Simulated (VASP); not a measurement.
H6C2O, 36 atoms in the cell. The cell holds a amorphous, 36 atoms: a = 7.294 Å, b = 7.294 Å, c = 7.294 Å, α = 90.00°, β = 90.00°, γ = 90.00°. The cell was built by a generator and needn't be a form met in nature.

- Program: VASP 6.6.1
- Task: single point
- Functional: PBE
- Dispersion: D3(BJ)
- Potentials or basis: VASP PAW PBE potentials, release 64 (C, O, H)
- Cutoff: 520 eV
- k mesh: 1 × 1 × 1
- Occupations: fermi-dirac, width 0.05 eV
- Spin: no spin polarisation
- Dipole correction: no
- Further INCAR settings: LREAL = Auto; ALGO = Normal; EDIFF = 1e-06; NBANDS = 64

Potentials or basis: VASP PAW PBE potentials, release 64 (C, O, H).

Launch:

```bash
$ cat potpaw_PBE.64/C/POTCAR potpaw_PBE.64/O/POTCAR potpaw_PBE.64/H/POTCAR > POTCAR
$ mpirun -np 1 vasp_gam > vasp.out
```

Hardware: 1 thread of Intel(R) Xeon(R) 6975P-C (Granite Rapids), with other jobs on the host.

Estimate the wall time of this run.

Wall time 32 s on 1 thread of Intel(R) Xeon(R) 6975P-C (Granite Rapids), with other jobs on the host, peak memory 0.35 GiB. Counts: scf iterations 17, k points 1.
